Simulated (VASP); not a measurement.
Calculation: PBE GGA, VASP's PBE PAW potentials (set 64) (plane waves; VASP).

A VASP calculation is set up with these files.

### INCAR
```
! general
SYSTEM =Ga31As31Se
PREC   =Normal
ENCUT  =400
LREAL  =Auto
LASPH  =.TRUE.
ISYM   =0
NELECT =255.0

! electronic loop
EDIFF  =1E-5
NELM   =100
NELMIN =4
ALGO   =Fast
LMAXMIX=4

! smearing
ISMEAR =0
SIGMA  =0.05

! functional
GGA    =PE

! spin
ISPIN  =2
MAGMOM =63*0.0159
NUPDOWN=1

! ions
IBRION =2
NSW    =70
ISIF   =2
EDIFFG =-0.03

! output
LWAVE  =.TRUE.
LCHARG =.FALSE.
LORBIT =10
```

File POSCAR:
```
Ga31As31Se
1
   11.5222104216     0.0000000000     0.0000000000
    0.0000000000    11.5222104216    -0.0000000000
   -0.0000000000    -0.0000000000    11.5222104216
Ga As Se
31 31 1
Direct
  0.5000000000   0.0000000000   0.0000000000
  0.7500000000   0.2500000000   0.0000000000
  0.7500000000   0.0000000000   0.2500000000
  0.0000000000   0.0000000000   0.0000000000
  0.2500000000   0.2500000000   0.0000000000
  0.5000000000   0.5000000000   0.0000000000
  0.7500000000   0.7500000000   0.0000000000
  0.2500000000   0.0000000000   0.2500000000
  0.7500000000   0.5000000000   0.2500000000
  0.5000000000   0.0000000000   0.5000000000
  0.7500000000   0.2500000000   0.5000000000
  0.7500000000   0.0000000000   0.7500000000
  0.0000000000   0.5000000000   0.0000000000
  0.2500000000   0.7500000000   0.0000000000
  0.0000000000   0.2500000000   0.2500000000
  0.2500000000   0.5000000000   0.2500000000
  0.5000000000   0.7500000000   0.2500000000
  0.0000000000   0.0000000000   0.5000000000
  0.2500000000   0.2500000000   0.5000000000
  0.5000000000   0.5000000000   0.5000000000
  0.7500000000   0.7500000000   0.5000000000
  0.2500000000   0.0000000000   0.7500000000
  0.5000000000   0.2500000000   0.7500000000
  0.7500000000   0.5000000000   0.7500000000
  0.0000000000   0.7500000000   0.2500000000
  0.0000000000   0.5000000000   0.5000000000
  0.2500000000   0.7500000000   0.5000000000
  0.0000000000   0.2500000000   0.7500000000
  0.2500000000   0.5000000000   0.7500000000
  0.5000000000   0.7500000000   0.7500000000
  0.0000000000   0.7500000000   0.7500000000
  0.6261760000   0.1206980000   0.1288600000
  0.8750000000   0.3750000000   0.1250000000
  0.8750000000   0.1250000000   0.3750000000
  0.1250000000   0.1250000000   0.1250000000
  0.3719640000   0.3745060000   0.1224520000
  0.6250000000   0.6250000000   0.1250000000
  0.8750000000   0.8750000000   0.1250000000
  0.3767620000   0.1263070000   0.3725530000
  0.8750000000   0.6250000000   0.3750000000
  0.6250000000   0.1250000000   0.6250000000
  0.8750000000   0.3750000000   0.6250000000
  0.8750000000   0.1250000000   0.8750000000
  0.1250000000   0.6250000000   0.1250000000
  0.3750000000   0.8750000000   0.1250000000
  0.1250000000   0.3750000000   0.3750000000
  0.3750000000   0.6250000000   0.3750000000
  0.6250000000   0.8750000000   0.3750000000
  0.1250000000   0.1250000000   0.6250000000
  0.3750000000   0.3750000000   0.6250000000
  0.6250000000   0.6250000000   0.6250000000
  0.8750000000   0.8750000000   0.6250000000
  0.3750000000   0.1250000000   0.8750000000
  0.6250000000   0.3750000000   0.8750000000
  0.8750000000   0.6250000000   0.8750000000
  0.1250000000   0.8750000000   0.3750000000
  0.1250000000   0.6250000000   0.6250000000
  0.3750000000   0.8750000000   0.6250000000
  0.1250000000   0.3750000000   0.8750000000
  0.3750000000   0.6250000000   0.8750000000
  0.6250000000   0.8750000000   0.8750000000
  0.1250000000   0.8750000000   0.8750000000
  0.6276710000   0.3751070000   0.3712710000
```

### KPOINTS
```
Automatic mesh
0
Gamma
1 1 1
0 0 0
```

POTCAR, in this order: Ga As Se (PBE.64 set). Program: vasp_gam.

The resulting files:

OUTCAR:
```
 ion  position               nearest neighbor table
   1  0.500  0.000  0.000-  45 2.49  53 2.49  61 2.49  32 2.50
   2  0.750  0.250  0.000-  33 2.49  43 2.49  54 2.49  32 2.54
   3  0.750  0.000  0.250-  32 2.43  34 2.49  38 2.49  48 2.49
   4  0.000  0.000  0.000-  35 2.49  38 2.49  43 2.49  62 2.49
   5  0.250  0.250  0.000-  36 2.45  35 2.49  53 2.49  59 2.49
   6  0.500  0.500  0.000-  37 2.49  54 2.49  60 2.49  36 2.50
   7  0.750  0.750  0.000-  37 2.49  38 2.49  55 2.49  61 2.49
   8  0.250  0.000  0.250-  35 2.49  45 2.49  56 2.49  39 2.50
   9  0.750  0.500  0.250-  63 2.45  37 2.49  40 2.49  33 2.49
  10  0.500  0.000  0.500-  41 2.49  48 2.49  58 2.49  39 2.51
  11  0.750  0.250  0.500-  34 2.49  41 2.49  42 2.49  63 2.50
  12  0.750  0.000  0.750-  41 2.49  43 2.49  52 2.49  61 2.49
  13  0.000  0.500  0.000-  33 2.49  44 2.49  55 2.49  59 2.49
  14  0.250  0.750  0.000-  44 2.49  45 2.49  60 2.49  62 2.49
  15  0.000  0.250  0.250-  33 2.49  34 2.49  35 2.49  46 2.49
  16  0.250  0.500  0.250-  44 2.49  46 2.49  47 2.49  36 2.50
  17  0.500  0.750  0.250-  37 2.49  45 2.49  47 2.49  48 2.49
  18  0.000  0.000  0.500-  34 2.49  49 2.49  52 2.49  56 2.49
  19  0.250  0.250  0.500-  46 2.49  49 2.49  50 2.49  39 2.51
  20  0.500  0.500  0.500-  47 2.49  50 2.49  51 2.49  63 2.54
  21  0.750  0.750  0.500-  40 2.49  48 2.49  51 2.49  52 2.49
  22  0.250  0.000  0.750-  49 2.49  53 2.49  58 2.49  62 2.49
  23  0.500  0.250  0.750-  41 2.49  50 2.49  53 2.49  54 2.49
  24  0.750  0.500  0.750-  42 2.49  51 2.49  54 2.49  55 2.49
...
```

OSZICAR:
```
...
RMM:   4    -0.251145103016E+03   -0.79765E-04   -0.10311E-03   679   0.556E-02    0.544E-02
RMM:   5    -0.251145097465E+03    0.55505E-05   -0.25620E-04   645   0.290E-02    0.231E-02
RMM:   6    -0.251145106149E+03   -0.86840E-05   -0.75625E-05   547   0.152E-02
   5 F= -.25114511E+03 E0= -.25112534E+03  d E =-.303334E-01  mag=     1.0000
       N       E                     dE             d eps       ncg     rms          rms(c)
DAV:   1    -0.251151447107E+03   -0.63496E-02   -0.46810E+00   656   0.375E+00    0.855E-01
RMM:   2    -0.251171686885E+03   -0.20240E-01   -0.24869E-01   640   0.878E-01    0.332E-01
RMM:   3    -0.251175824747E+03   -0.41379E-02   -0.38635E-02   653   0.356E-01    0.174E-01
RMM:   4    -0.251176358858E+03   -0.53411E-03   -0.65740E-03   678   0.142E-01    0.147E-01
RMM:   5    -0.251176330014E+03    0.28844E-04   -0.15236E-03   645   0.713E-02    0.764E-02
RMM:   6    -0.251176384541E+03   -0.54527E-04   -0.54011E-04   647   0.399E-02    0.291E-02
RMM:   7    -0.251176392987E+03   -0.84457E-05   -0.12260E-04   578   0.175E-02    0.159E-02
RMM:   8    -0.251176394265E+03   -0.12785E-05   -0.35048E-05   459   0.922E-03
   6 F= -.25117639E+03 E0= -.25115181E+03  d E =-.616215E-01  mag=     1.0000
       N       E                     dE             d eps       ncg     rms          rms(c)
DAV:   1    -0.251199231957E+03   -0.22839E-01   -0.95002E-01   704   0.153E+00    0.263E-01
RMM:   2    -0.251203555271E+03   -0.43233E-02   -0.46154E-02   640   0.324E-01    0.115E-01
RMM:   3    -0.251204441883E+03   -0.88661E-03   -0.79562E-03   661   0.134E-01    0.731E-02
RMM:   4    -0.251204507185E+03   -0.65302E-04   -0.10602E-03   674   0.528E-02    0.544E-02
RMM:   5    -0.251204495990E+03    0.11195E-04   -0.39586E-04   641   0.318E-02    0.197E-02
RMM:   6    -0.251204502778E+03   -0.67884E-05   -0.81053E-05   512   0.145E-02
   7 F= -.25120450E+03 E0= -.25117951E+03  d E =-.281085E-01  mag=     1.0000
       N       E                     dE             d eps       ncg     rms          rms(c)
DAV:   1    -0.251204546831E+03   -0.50841E-04   -0.76049E+00   640   0.431E+00    0.768E-01
RMM:   2    -0.251241039540E+03   -0.36493E-01   -0.39337E-01   640   0.933E-01    0.302E-01
RMM:   3    -0.251248301513E+03   -0.72620E-02   -0.66460E-02   675   0.389E-01    0.242E-01
RMM:   4    -0.251248576270E+03   -0.27476E-03   -0.81399E-03   664   0.146E-01    0.164E-01
RMM:   5    -0.251248498511E+03    0.77759E-04   -0.21403E-03   643   0.762E-02    0.667E-02
RMM:   6    -0.251248583782E+03   -0.85271E-04   -0.67344E-04   650   0.395E-02    0.250E-02
RMM:   7    -0.251248572175E+03    0.11607E-04   -0.14234E-04   588   0.181E-02    0.145E-02
RMM:   8    -0.251248572949E+03   -0.77383E-06   -0.97605E-05   553   0.130E-02
   8 F= -.25124857E+03 E0= -.25122638E+03  d E =-.721787E-01  mag=     1.0000
       N       E                     dE             d eps       ncg     rms          rms(c)
DAV:   1    -0.251248198498E+03    0.37368E-03   -0.31595E-01   736   0.877E-01    0.137E-01
RMM:   2    -0.251249630333E+03   -0.14318E-02   -0.16243E-02   640   0.188E-01    0.563E-02
RMM:   3    -0.251249949816E+03   -0.31948E-03   -0.29327E-03   686   0.794E-02    0.441E-02
RMM:   4    -0.251249946807E+03    0.30084E-05   -0.32811E-04   633   0.303E-02    0.246E-02
RMM:   5    -0.251249946126E+03    0.68106E-06   -0.99757E-05   551   0.160E-02
   9 F= -.25124995E+03 E0= -.25122859E+03  d E =-.735519E-01  mag=     1.0000
       N       E                     dE             d eps       ncg     rms          rms(c)
DAV:   1    -0.251258934045E+03   -0.89872E-02   -0.13170E+00   656   0.189E+00    0.340E-01
RMM:   2    -0.251265477959E+03   -0.65439E-02   -0.77971E-02   640   0.451E-01    0.115E-01
RMM:   3    -0.251266820986E+03   -0.13430E-02   -0.12989E-02   671   0.185E-01    0.904E-02
RMM:   4    -0.251266794454E+03    0.26532E-04   -0.15182E-03   647   0.708E-02    0.469E-02
RMM:   5    -0.251266799204E+03   -0.47506E-05   -0.37588E-04   648   0.345E-02    0.226E-02
RMM:   6    -0.251266807361E+03   -0.81570E-05   -0.93468E-05   570   0.165E-02
  10 F= -.25126681E+03 E0= -.25124595E+03  d E =-.168612E-01  mag=     1.0000
       N       E                     dE             d eps       ncg     rms          rms(c)
DAV:   1    -0.251266430184E+03    0.36902E-03   -0.40571E-01   704   0.105E+00    0.188E-01
RMM:   2    -0.251268447052E+03   -0.20169E-02   -0.24268E-02   640   0.251E-01    0.634E-02
RMM:   3    -0.251268874791E+03   -0.42774E-03   -0.40984E-03   674   0.104E-01    0.501E-02
RMM:   4    -0.251268865661E+03    0.91293E-05   -0.47549E-04   643   0.396E-02    0.254E-02
RMM:   5    -0.251268867604E+03   -0.19431E-05   -0.11905E-04   601   0.192E-02    0.129E-02
RMM:   6    -0.251268869045E+03   -0.14408E-05   -0.25703E-05   426   0.888E-03
  11 F= -.25126887E+03 E0= -.25124820E+03  d E =-.189229E-01  mag=     1.0000
       N       E                     dE             d eps       ncg     rms          rms(c)
DAV:   1    -0.251272748568E+03   -0.38810E-02   -0.24395E-01   656   0.889E-01    0.169E-01
RMM:   2    -0.251274030973E+03   -0.12824E-02   -0.15598E-02   640   0.220E-01    0.525E-02
RMM:   3    -0.251274265958E+03   -0.23498E-03   -0.23881E-03   674   0.899E-02    0.425E-02
RMM:   4    -0.251274265238E+03    0.71970E-06   -0.30480E-04   642   0.341E-02    0.209E-02
RMM:   5    -0.251274268688E+03   -0.34497E-05   -0.76696E-05   566   0.165E-02
  12 F= -.25127427E+03 E0= -.25125356E+03  d E =-.539964E-02  mag=     1.0000
       N       E                     dE             d eps       ncg     rms          rms(c)
DAV:   1    -0.251274535509E+03   -0.27027E-03   -0.15969E-01   688   0.718E-01    0.137E-01
RMM:   2    -0.251275391152E+03   -0.85564E-03   -0.10362E-02   640   0.180E-01    0.438E-02
RMM:   3    -0.251275553941E+03   -0.16279E-03   -0.16279E-03   680   0.739E-02    0.357E-02
RMM:   4    -0.251275553542E+03    0.39860E-06   -0.20491E-04   644   0.280E-02    0.176E-02
RMM:   5    -0.251275555972E+03   -0.24304E-05   -0.51591E-05   508   0.136E-02
  13 F= -.25127556E+03 E0= -.25125482E+03  d E =-.668693E-02  mag=     1.0000
       N       E                     dE             d eps       ncg     rms          rms(c)
DAV:   1    -0.251277927641E+03   -0.23741E-02   -0.23059E-01   640   0.814E-01    0.155E-01
RMM:   2    -0.251278945975E+03   -0.10183E-02   -0.12837E-02   640   0.190E-01    0.507E-02
RMM:   3    -0.251279129630E+03   -0.18365E-03   -0.19476E-03   685   0.780E-02    0.460E-02
RMM:   4    -0.251279130344E+03   -0.71457E-06   -0.23456E-04   647   0.285E-02    0.250E-02
RMM:   5    -0.251279133541E+03   -0.31972E-05   -0.71508E-05   588   0.153E-02
  14 F= -.25127913E+03 E0= -.25125817E+03  d E =-.357757E-02  mag=     1.0000
       N       E                     dE             d eps       ncg     rms          rms(c)
DAV:   1    -0.251279429946E+03   -0.29960E-03   -0.10419E-01   648   0.547E-01    0.105E-01
RMM:   2    -0.251279898193E+03   -0.46825E-03   -0.59534E-03   640   0.129E-01    0.345E-02
RMM:   3    -0.251279986654E+03   -0.88461E-04   -0.91125E-04   685   0.534E-02    0.303E-02
RMM:   4    -0.251279989792E+03   -0.31386E-05   -0.12188E-04   600   0.201E-02    0.161E-02
RMM:   5    -0.251279991734E+03   -0.19416E-05   -0.32472E-05   428   0.104E-02
  15 F= -.25127999E+03 E0= -.25125889E+03  d E =-.443576E-02  mag=     1.0000
       N       E                     dE             d eps       ncg     rms          rms(c)
DAV:   1    -0.251281223987E+03   -0.12342E-02   -0.19509E-01   640   0.719E-01    0.143E-01
RMM:   2    -0.251282093460E+03   -0.86947E-03   -0.10618E-02   640   0.165E-01    0.446E-02
RMM:   3    -0.251282251107E+03   -0.15765E-03   -0.15733E-03   689   0.678E-02    0.427E-02
RMM:   4    -0.251282252776E+03   -0.16691E-05   -0.17735E-04   630   0.244E-02    0.228E-02
RMM:   5    -0.251282256585E+03   -0.38089E-05   -0.60173E-05   517   0.135E-02
  16 F= -.25128226E+03 E0= -.25126106E+03  d E =-.226485E-02  mag=     1.0000
```

OUTCAR:
```
------------------------ aborting loop because EDIFF is reached ----------------------------------------
  FORCE on cell =-STRESS in cart. coord.  units (eV):
  Direction    XX          YY          ZZ          XY          YZ          ZX
  --------------------------------------------------------------------------------------
  Total        6.2925820      6.2086592      6.5142429      1.2782307      1.0347866      0.9588358
  in kB        6.5907078      6.5028090      6.8228704      1.3387899      1.0838121      1.0042629
  external PRESSURE =       6.6387957 kB  Pullay stress =       0.0000000 kB
  volume of cell :     1529.70
      direct lattice vectors                 reciprocal lattice vectors
    11.522210422  0.000000000  0.000000000     0.086788903  0.000000000  0.000000000
     0.000000000 11.522210422  0.000000000     0.000000000  0.086788903  0.000000000
     0.000000000  0.000000000 11.522210422     0.000000000  0.000000000  0.086788903
  FREE ENERGIE OF THE ION-ELECTRON SYSTEM (eV)
  ---------------------------------------------------
  free  energy   TOTEN  =      -251.2822565851 eV

  energy  without entropy=     -251.2398691092  energy(sigma->0) =     -251.26106285

 total charge

# of ion       s       p       d       tot
------------------------------------------
    1        1.072   1.123   0.121   2.316
    2        1.072   1.119   0.121   2.312
    3        1.072   1.119   0.121   2.312
    4        1.066   1.137   0.125   2.328
    5        1.072   1.124   0.122   2.317
    6        1.072   1.119   0.121   2.312
    7        1.065   1.131   0.123   2.320
    8        1.072   1.120   0.121   2.314
    9        1.064   1.101   0.129   2.293
   10        1.072   1.119   0.121   2.312
   11        1.064   1.101   0.129   2.294
   12        1.065   1.131   0.123   2.319
   13        1.065   1.131   0.123   2.319
   14        1.066   1.137   0.125   2.328
   15        1.064   1.143   0.125   2.332
   16        1.072   1.118   0.121   2.311
   17        1.064   1.142   0.125   2.331
   18        1.065   1.132   0.123   2.321
   19        1.072   1.118   0.121   2.312
   20        1.064   1.100   0.128   2.292
   21        1.067   1.134   0.124   2.325
   22        1.066   1.138   0.125   2.329
   23        1.064   1.140   0.125   2.329
   24        1.067   1.133   0.124   2.324
   25        1.072   1.137   0.125   2.334
   26        1.067   1.134   0.124   2.325
   27        1.065   1.131   0.123   2.319
   28        1.072   1.137   0.125   2.335
   29        1.065   1.132   0.123   2.320
   30        1.072   1.137   0.125   2.335
   31        1.065   1.133   0.123   2.320
   32        1.255   1.493   0.023   2.771
   33        1.202   1.586   0.023   2.812
   34        1.202   1.587   0.023   2.812
   35        1.201   1.588   0.024   2.813
   36        1.255   1.493   0.023   2.770
   37        1.202   1.586   0.023   2.812
   38        1.206   1.582   0.024   2.812
   39        1.257   1.490   0.023   2.771
   40        1.205   1.589   0.024   2.818
   41        1.202   1.586   0.023   2.811
   42        1.205   1.589   0.024   2.818
   43        1.206   1.582   0.024   2.812
   44        1.206   1.582   0.024   2.812
   45        1.201   1.588   0.024   2.813
   46        1.202   1.588   0.024   2.814
   47        1.202   1.586   0.023   2.812
   48        1.202   1.589   0.024   2.814
   49        1.206   1.584   0.024   2.813
   50        1.202   1.586   0.023   2.812
   51        1.205   1.589   0.024   2.818
   52        1.203   1.588   0.024   2.816
   53        1.201   1.588   0.024   2.813
   54        1.202   1.588   0.024   2.813
   55        1.203   1.588   0.024   2.815
   56        1.205   1.583   0.024   2.811
   57        1.203   1.588   0.024   2.816
   58        1.206   1.584   0.024   2.813
   59        1.205   1.583   0.024   2.812
   60        1.206   1.583   0.024   2.812
   61        1.205   1.583   0.024   2.812
   62        1.203   1.589   0.024   2.816
   63        1.457   2.367   0.022   3.846
--------------------------------------------------
tot         72.028  86.207   4.592 162.827

 magnetization (x)

# of ion       s       p       d       tot
------------------------------------------
    1       -0.000   0.001   0.002   0.003
    2       -0.000   0.007   0.003   0.009
    3       -0.000   0.008   0.003   0.011
    4       -0.000   0.001   0.001   0.002
    5       -0.000   0.001   0.003   0.003
    6       -0.000   0.007   0.003   0.010
    7       -0.000   0.000   0.001   0.002
    8        0.000   0.001   0.002   0.003
    9        0.001  -0.000   0.001   0.002
   10       -0.000   0.007   0.003   0.010
   11        0.001  -0.000   0.001   0.002
   12        0.000   0.000   0.001   0.002
   13        0.000   0.000   0.001   0.002
   14       -0.000   0.000   0.001   0.002
   15        0.000   0.001   0.001   0.002
   16       -0.000   0.008   0.003   0.011
   17        0.000   0.001   0.001   0.002
   18       -0.000   0.001   0.001   0.002
...
```
(Selected blocks of OUTCAR.)

CONTCAR:
```
Ga31As31Se
   1.00000000000000
    11.5222104216000005    0.0000000000000000    0.0000000000000000
     0.0000000000000000   11.5222104216000005    0.0000000000000000
     0.0000000000000000    0.0000000000000000   11.5222104216000005
  Ga              As              Se
    31    31     1
Direct
     0.5049774023913582    0.0041092952860995    0.0040312664777172
     0.7443181054391735    0.2434969878998020    0.0041965508897945
     0.7440552586385083    0.0044367645474400    0.2438024809189122
     0.0002020550685921    0.0006579867894338    0.0009644595139250
     0.2539179402421102    0.2548830221020332    0.0038873238901488
     0.4937856161010060    0.4941493836212601    0.0041664821310179
     0.7488887577554810    0.7491417043614592    0.0010349270797367
     0.2546171638547259    0.0045868426502205    0.2550291224602209
     0.7522459620123917    0.5020971508710309    0.2505723462243181
     0.4933821192334779    0.0041274497173040    0.4938528169237416
     0.7522352986185765    0.2501636913313800    0.5020613020802502
     0.7487669827506038    0.0007800937378715    0.7490426289644637
     0.9992864387861171    0.4987286349275399    0.0010591055509440
     0.2509349079867713    0.7500253066463518    0.0009338206361688
     0.0009954760933265    0.2495219444607389    0.2495257276768601
     0.2543960391731161    0.4940274135224245    0.2440123619388922
     0.4996781435430617    0.7509888252833999    0.2494617323173109
     0.9992900097039806    0.0008000048854260    0.4988655421293383
     0.2542595887238399    0.2432046056888015    0.4939804098233429
     0.5005935471762989    0.5019455520215415    0.5021851436370286
     0.7488283567591992    0.7519709894283587    0.4986005851734014
     0.2508207022289906    0.0006432887063275    0.7502961741952352
     0.4996550367096240    0.2495869881383328    0.7509166539111787
     0.7488900543551309    0.4987500630490505    0.7518125765024781
     0.0007954303751301    0.7506657127951141    0.2491266807341347
     0.0018693572551943    0.4987679610384418    0.4986889006431537
     0.2508550315083521    0.7491697920815834    0.4988953970178253
     0.0007526957494716    0.2489494062072721    0.7503479710806548
     0.2509985813941906    0.4988167536247489    0.7490829221167362
     0.4989962709469699    0.7507083052242467    0.7503486668051002
     0.0005677543423511    0.7505003927036947    0.7505107483746710
     0.6127763806768084    0.1348471413259678    0.1345700002971006
     0.8726951343160134    0.3725709722061604    0.1249844165774417
     0.8728167731633901    0.1248553283659963    0.3725934944345527
     0.1260160954959036    0.1247595020275312    0.1247502421286314
     0.3846702041080192    0.3627484981774492    0.1343136338290711
     0.6227042387138467    0.6225809566347307    0.1250466924633614
     0.8741715272229090    0.8749387078656691    0.1248365118830424
     0.3855537138105504    0.1355159320264901    0.3622583207490521
     0.8759031317237854    0.6258906739861827    0.3754503669262402
     0.6224957899432958    0.1247542032510593    0.6224590747531668
     0.8758074109436891    0.3753700677361320    0.6256346795717274
     0.8744132084893320    0.1245846878888507    0.8747498094252921
     0.1250390595313734    0.6241466529828303    0.1248326082648569
     0.3747831759126191    0.8760489351284964    0.1247038957313693
     0.1266793679743480    0.3739820527333876    0.3740897654092689
     0.3751389919460733    0.6226488053084812    0.3726334871479131
     0.6240843599793631    0.8767467080242302    0.3739763249592721
     0.1250567782463666    0.1245591311993980    0.6241683893218608
     0.3748316558501410    0.3724626652267835    0.6225052961367356
     0.6255458374890892    0.6258422710299270    0.6256661445714752
     0.8747005074522664    0.8751209676040509    0.6245339741164396
     0.3747346512124025    0.1247339505172772    0.8759298628101727
     0.6242955813624603    0.3741390522325713    0.8766832198272424
     0.8747090075398891    0.6246065142705974    0.8752087023917168
     0.1250224735108829    0.8749846229698519    0.3744440535988993
     0.1251545518546398    0.6245792492966796    0.6245997417757644
     0.3746819708994560    0.8750264784265112    0.6241049806395833
     0.1248095976144273    0.3745655642643548    0.8746684993737248
     0.3747819447777292    0.6242845590300030    0.8747516597869727
     0.6245752667758385    0.8746996853063208    0.8748051588501405
     0.1252666973830474    0.8751170103153857    0.8752858894525095
     0.6248018291629207    0.3745041392919023    0.3746042749767101
```

The cell is charged, with a uniform compensating background. The supercell is sampled at Γ alone, which is coarse: total energies, pressure and levels can be off, energies of defects by several tenths of an eV.

The cell is a supercell with a defect, built from GaAs (zinc blende): Se_As-vac_Ga, charge -1.
